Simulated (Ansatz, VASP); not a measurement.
## TiB2: VASP beside Ansatz

Aim: how closely do two programs agree when they are given the same cell, functional and k mesh? The cell is taken from a series of runs on this material, whose earlier steps may have relaxed, scaled, displaced or heated it; both programs get it as it stands.

Calculated with Ansatz 0.2.0; plane waves, with VASP 6.6.1 beside it; relaxation of cell and atoms at r2SCAN with rVV10.

**1. The structure**

Symmetry: P6/mmm, No. 191, hexagonal system. Conventional cell: a = 3.029 Å, b = 3.029 Å, c = 3.228 Å, α = 90.00°, β = 90.00°, γ = 120.00°. Nearest to Ti lie 12 B at 2.38 Å. B has 3 B at 1.75 Å and 6 Ti at 2.38 Å nearest. Farther neighbours are not listed.

Structure file:

```cif
data_structure
_symmetry_space_group_name_H-M 'P6/mmm'
_symmetry_Int_Tables_number 191
_cell_length_a 3.0292
_cell_length_b 3.0292
_cell_length_c 3.2284
_cell_angle_alpha 90.000
_cell_angle_beta 90.000
_cell_angle_gamma 120.000
_cell_volume 25.66
loop_
_atom_site_label
_atom_site_type_symbol
_atom_site_symmetry_multiplicity
_atom_site_Wyckoff_symbol
_atom_site_fract_x
_atom_site_fract_y
_atom_site_fract_z
_atom_site_occupancy
Ti1 Ti 1 a 0.00000 0.00000 0.00000 1
B1 B 2 d 0.33333 0.66667 0.50000 1
```

**2. VASP: relaxation of cell and atoms, r2SCAN with rVV10**

The relaxed volume is the usual yardstick between codes: in a stiff, nearly cubic crystal its relative difference is about their pressure difference at one cell divided by the bulk modulus.

Lines of VASP's logs that name or quote its potential files are left out, and so is its time.

The input, INCAR:

```
SYSTEM = TiB2
PREC = Accurate
ENCUT = 550
EDIFF = 1E-07
NELM = 120
ISMEAR = 0
SIGMA = 0.1
LREAL = .FALSE.
ALGO = Normal
METAGGA = R2SCAN
LUSE_VDW = .TRUE.
IVDW_NL = 2
BPARAM = 11.95
CPARAM = 0.0093
LASPH = .TRUE.
NBANDS = 15
LORBIT = 11
LWAVE = .FALSE.
LCHARG = .FALSE.
ISIF = 3
IBRION = 2
NSW = 80
EDIFFG = -0.005
GGA_COMPAT = .FALSE.
NELMIN = 4
LMIXTAU = .TRUE.
```

The input, POSCAR:

```
TiB2
1.0
    3.0292000000      0.0000000000      0.0000000000
   -1.5146000000      2.6233640000      0.0000000000
    0.0000000000      0.0000000000      3.2284000000
Ti B
1 2
Direct
    0.0000000000      0.0000000000      0.0000000000
    0.3333332698      0.6666665396      0.5000000000
    0.6666667302      0.3333334604      0.5000000000
```

The input, KPOINTS:

```
Automatic mesh
0
Gamma
15 15 12
0 0 0
```

The projector-augmented-wave data sets are Ti_sv and B (PBE family, release 64).

On the command line:

```console
mpirun -np 1 vasp_std
```

Numbers of over 12 decimals in the logs are rounded to 6 here.

The program printed:

```text
[banner, memory and clock lines left out]
running    1 mpi-ranks, on    1 nodes
 distrk:  each k-point on    1 cores,    1 groups
 distr:  one band on    1 cores,    1 groups

 POSCAR found type information on POSCAR TiB
 POSCAR found :  2 types and       3 ions
|                                                                             |
|               ----> ADVICE to this user running VASP <----                  |
|                                                                             |
|     You have switched on vdW-DFT.                                           |
|     This routine was written and supplied by Jiri Klimes. We recommend      |
|     that you carefully read and cite the following publications:            |
|       J. Klimes, D.R. Bowler, A. Michelides                                 |
|          J. Phys.: Cond Matt. 22 022201 (2010)                              |
|       J. Klimes, D.R. Bowler, A. Michelides                                 |
|          Phys. Rev. B. 83, 195131 (2011)                                    |
|     and references therein.                                                 |
|                                                                             |

|                                                                             |
|               ----> ADVICE to this user running VASP <----                  |
|                                                                             |
|     You enforced a specific xc type in the INCAR file but a different       |
|     [... a line on the potential file left out ...]
|     I HOPE YOU KNOW WHAT YOU ARE DOING!                                     |
|                                                                             |

 LDA part: xc-table for (None), standard interpolation
 POSCAR, INCAR and KPOINTS ok, starting setup
 FFT: planning ... GRIDC
 FFT: planning ... GRID_SOFT
 FFT: planning ... GRID
 WAVECAR not read
 entering main loop
       N       E                     dE             d eps       ncg     rms          rms(c)
Total rVV10 correction in eV:      0.2725691    18.2982238
DAV:   1     0.125550534050E+03    0.12555E+03   -0.96568E+03  5677   0.147E+03
DAV:   2    -0.303427091717E+02   -0.15589E+03   -0.15096E+03  5971   0.383E+02
DAV:   3    -0.389706156261E+02   -0.86279E+01   -0.85436E+01  8309   0.855E+01
DAV:   4    -0.392125827385E+02   -0.24197E+00   -0.24158E+00  6961   0.128E+01
DAV:   5    -0.392187474841E+02   -0.61647E-02   -0.61644E-02  8114   0.175E+00    0.178E+01
Total rVV10 correction in eV:      0.2628429    18.2982240
DAV:   6    -0.306291149402E+02    0.85896E+01   -0.22129E+01  7692   0.635E+01    0.310E+00
Total rVV10 correction in eV:      0.2655897    18.2982240
DAV:   7    -0.306398804565E+02   -0.10766E-01   -0.13702E+00  6363   0.139E+01    0.300E+00
Total rVV10 correction in eV:      0.2666526    18.2982240
DAV:   8    -0.305521953622E+02    0.87685E-01   -0.48944E-01  6875   0.778E+00    0.113E+00
Total rVV10 correction in eV:      0.2663978    18.2982240
DAV:   9    -0.304945778090E+02    0.57618E-01   -0.88793E-01  6700   0.115E+01    0.157E+00
Total rVV10 correction in eV:      0.2665250    18.2982240
DAV:  10    -0.307065966790E+02   -0.21202E+00   -0.27611E-01  6645   0.525E+00    0.235E-01
Total rVV10 correction in eV:      0.2662913    18.2982240
DAV:  11    -0.307054590641E+02    0.11376E-02   -0.75727E-03  6377   0.961E-01    0.242E-01
Total rVV10 correction in eV:      0.2658559    18.2982240
DAV:  12    -0.307076660660E+02   -0.22070E-02   -0.33231E-03  6951   0.723E-01    0.632E-02
Total rVV10 correction in eV:      0.2658907    18.2982240
DAV:  13    -0.307076612642E+02    0.48017E-05   -0.10696E-03  7469   0.282E-01    0.220E-02
Total rVV10 correction in eV:      0.2658311    18.2982240
DAV:  14    -0.307076877312E+02   -0.26467E-04   -0.15581E-04  6662   0.167E-01    0.256E-02
Total rVV10 correction in eV:      0.2658469    18.2982240
DAV:  15    -0.307076840640E+02    0.36672E-05   -0.68344E-06  6685   0.287E-02    0.148E-02
Total rVV10 correction in eV:      0.2658628    18.2982240
DAV:  16    -0.307077003579E+02   -0.16294E-04   -0.24014E-05  8630   0.586E-02    0.737E-03
Total rVV10 correction in eV:      0.2658537    18.2982240
DAV:  17    -0.307076978180E+02    0.25398E-05   -0.20683E-06  6636   0.187E-02    0.155E-03
Total rVV10 correction in eV:      0.2658527    18.2982240
DAV:  18    -0.307076986131E+02   -0.79507E-06   -0.18983E-07  5615   0.602E-03    0.574E-04
Total rVV10 correction in eV:      0.2658514    18.2982240
DAV:  19    -0.307076970303E+02    0.15828E-05   -0.10872E-07  4081   0.501E-03    0.119E-03
Total rVV10 correction in eV:      0.2658515    18.2982240
DAV:  20    -0.307076974340E+02   -0.40373E-06   -0.54304E-08  2968   0.315E-03    0.673E-04
Total rVV10 correction in eV:      0.2658519    18.2982240
DAV:  21    -0.307076971985E+02    0.23547E-06   -0.51522E-09  2961   0.879E-04    0.234E-04
Total rVV10 correction in eV:      0.2658521    18.2982240
DAV:  22    -0.307076972120E+02   -0.13455E-07   -0.10377E-09  2912   0.359E-04
Total rVV10 correction in eV:      0.2658521    18.2982240
Total rVV10 correction in eV:      0.2658522    18.2982240
   1 F= -.30707697E+02 E0= -.30706793E+02  d E =-.307077E+02
[...]
2 F= -.30707691E+02 E0= -.30706799E+02  d E =0.657097E-05
[...]
3 F= -.30708167E+02 E0= -.30707269E+02  d E =-.470114E-03
[...]
4 F= -.30708167E+02 E0= -.30707269E+02  d E =-.470148E-03
 curvature:  -0.25 expect dE=-0.667E-05 dE for cont linesearch -0.411E-07
 ZBRENT: accuracy reached
 trial: gam= 0.00495 g(F)=  0.434E-42 g(S)=  0.269E-04 ort = 0.176E-04 (trialstep = 0.898E+00)
 search vector abs. value=  0.271E-04
 bond charge predicted
       N       E                     dE             d eps       ncg     rms          rms(c)
Total rVV10 correction in eV:      0.2652127    18.2982241
DAV:   1    -0.307081994221E+02   -0.32157E-04   -0.13276E-03  6622   0.532E-01    0.371E-02
Total rVV10 correction in eV:      0.2651949    18.2982241
DAV:   2    -0.307081864954E+02    0.12927E-04   -0.58476E-05  5775   0.718E-02    0.209E-02
Total rVV10 correction in eV:      0.2651718    18.2982241
DAV:   3    -0.307081809604E+02    0.55350E-05   -0.11378E-05  7610   0.450E-02    0.318E-03
Total rVV10 correction in eV:      0.2651718    18.2982241
DAV:   4    -0.307081792117E+02    0.17487E-05   -0.20545E-06  5859   0.169E-02    0.149E-03
Total rVV10 correction in eV:      0.2651723    18.2982241
DAV:   5    -0.307081798760E+02   -0.66431E-06   -0.32488E-07  6118   0.645E-03    0.663E-04
Total rVV10 correction in eV:      0.2651726    18.2982241
DAV:   6    -0.307081794217E+02    0.45435E-06   -0.29195E-07  5859   0.667E-03    0.167E-04
Total rVV10 correction in eV:      0.2651725    18.2982241
DAV:   7    -0.307081795473E+02   -0.12560E-06   -0.34744E-08  3521   0.239E-03    0.482E-05
Total rVV10 correction in eV:      0.2651725    18.2982241
DAV:   8    -0.307081795225E+02    0.24721E-07   -0.24264E-09  2891   0.632E-04
Total rVV10 correction in eV:      0.2651725    18.2982241
Total rVV10 correction in eV:      0.2651725    18.2982241
   5 F= -.30708180E+02 E0= -.30707275E+02  d E =-.121626E-04
 trial-energy change:   -0.000012  1 .order   -0.000013   -0.000024   -0.000001
 step:   0.9471(harm=  0.9406)  dis= 0.00000  next Energy=   -30.708180 (dE=-0.122E-04)
 reached required accuracy - stopping structural energy minimisation
```

OUTCAR, selected parts (step 2):

```text
ion  position               nearest neighbor table
   1  0.000  0.000  0.000-   2 2.38   2 2.38   3 2.38   3 2.38   2 2.38   3 2.38   2 2.38   3 2.38
                             3 2.38   3 2.38   2 2.38   2 2.38
   2  0.333  0.667  0.500-   3 1.75   3 1.75   3 1.75   1 2.38   1 2.38   1 2.38   1 2.38   1 2.38
                             1 2.38
   3  0.667  0.333  0.500-   2 1.75   2 1.75   2 1.75   1 2.38   1 2.38   1 2.38   1 2.38   1 2.38
                             1 2.38

  LATTYP: Found a hexagonal cell.
 ALAT       =     3.0292000000
 C/A-ratio  =     1.0657599366

 Subroutine GETGRP returns: Found 24 space group operations
 (whereof 24 operations were pure point group operations)

The static configuration has the point symmetry D_6h.

 Found    189 irreducible k-points:

   k-points           NKPTS =    189   k-points in BZ     NKDIM =    189   number of bands    NBANDS=     15

   dimension x,y,z NGX =    24 NGY =   24 NGZ =   28
   dimension x,y,z NGXF=    48 NGYF=   48 NGZF=   56

   ENCUT  =  550.0 eV  40.42 Ry    6.36 a.u.   5.79  5.79  6.17*2*pi/ulx,y,z

   NELECT =      18.0000    total number of electrons

 k-points in reciprocal lattice and weights: Automatic mesh
   0.00000000  0.00000000  0.00000000       0.000
   0.06666667 -0.00000000  0.00000000       0.002
   0.13333333 -0.00000000  0.00000000       0.002
   0.20000000 -0.00000000  0.00000000       0.002
   0.26666667 -0.00000000  0.00000000       0.002
   0.33333333  0.00000000  0.00000000       0.002
   0.40000000 -0.00000000  0.00000000       0.002
   0.46666667 -0.00000000  0.00000000       0.002
   0.06666667  0.06666667  0.00000000       0.002
[...]
0.33333333  0.26666667  0.50000000       0.004
   0.33333333  0.33333333  0.50000000       0.001

 average (electrostatic) potential at core
       1 -75.3269       2 -23.4102       3 -23.4102

 E-fermi :  10.2181

 k-point     1 :       0.0000    0.0000    0.0000
  band No.  band energies     occupation
    ...
      5      -4.3227      2.00000
      6       7.4041      2.00000
      7       7.4041      2.00000
      8       7.5947      2.00000
      9       7.9823      2.00000
     10      12.1978      0.00000
     11      12.1978      0.00000
     12      14.0833      0.00000
     13      14.0834      0.00000
     14      16.1368      0.00000
    ...

 k-point     2 :       0.0667   -0.0000    0.0000
  band No.  band energies     occupation
    ...
      5      -4.2318      2.00000
      6       7.1263      2.00000
      7       7.3842      2.00000
      8       7.5270      2.00000
      9       8.0278      2.00000
     10      12.1702      0.00000
     11      12.3491      0.00000
     12      13.6799      0.00000
     13      13.7405      0.00000
     14      16.5349      0.00000
    ...

 k-point     3 :       0.1333   -0.0000    0.0000
  band No.  band energies     occupation
    ...
      5      -3.9624      2.00000
      6       6.3803      2.00000
      7       7.3184      2.00000
      8       7.3584      2.00000
      9       8.1471      2.00000
     10      12.0931      0.00000
     11      12.7487      0.00000
     12      13.0028      0.00000
     13      13.2364      0.00000
     14      17.1009      0.00000
    ...

  Total       -0.0024366     -0.0024366     -0.0041887      0.0000000      0.0000000      0.0000000
  in kB       -0.1528911     -0.1528911     -0.2628312      0.0000000      0.0000000      0.0000000
  external PRESSURE =      -0.1895378 kB  Pullay stress =       0.0000000 kB

  energy-cutoff  :      550.00
  volume of cell :       25.53
      direct lattice vectors                 reciprocal lattice vectors
     3.025275711  0.000000000 -0.000000000     0.330548385  0.190842210 -0.000000000
    -1.512637855  2.619965466  0.000000000     0.000000000  0.381684420  0.000000000
     0.000000000 -0.000000000  3.221481257     0.000000000 -0.000000000  0.310416209

 POSITION                                       TOTAL-FORCE (eV/Angst)
 -----------------------------------------------------------------------------------
      0.00000     -0.00000      3.22148         0.000000     -0.000000      0.000000
      0.00000      1.74664      1.61074         0.000000      0.000000     -0.000000
      1.51264      0.87332      1.61074        -0.000000     -0.000000      0.000000
 -----------------------------------------------------------------------------------
    total drift:                                0.000000     -0.000000      0.000000

  FREE ENERGIE OF THE ION-ELECTRON SYSTEM (eV)
  ---------------------------------------------------
  free  energy   TOTEN  =       -30.7081795225 eV

  energy  without entropy=      -30.7063711133  energy(sigma->0) =      -30.70727532

 reached required accuracy - stopping structural energy minimisation

 total charge
# of ion       s       p       d       tot
------------------------------------------
    1        2.175   6.216   2.003  10.395
    2        0.703   1.331   0.000   2.034
    3        0.703   1.331   0.000   2.034
--------------------------------------------------
tot          3.580   8.879   2.003  14.462

[... 3 further parts left out ...]
```

The run keeps the 24 symmetry operations of its start, so it cannot find a distortion of lower symmetry.

(Part 1 of 2 ends here.)

[Lines on the potential files, build, host, timing and source positions are cut from VASP's logs without a mark.]

[Logs are printed without paths, hosts, clocks, repeated set-up lines and the standing remarks that a program may print on its own settings, such as how far it seeks lower states.]

[Hosts, paths, dates, database ids (printed as entryN), source tags and the programs' standing remarks are cut or masked in the printed files.]
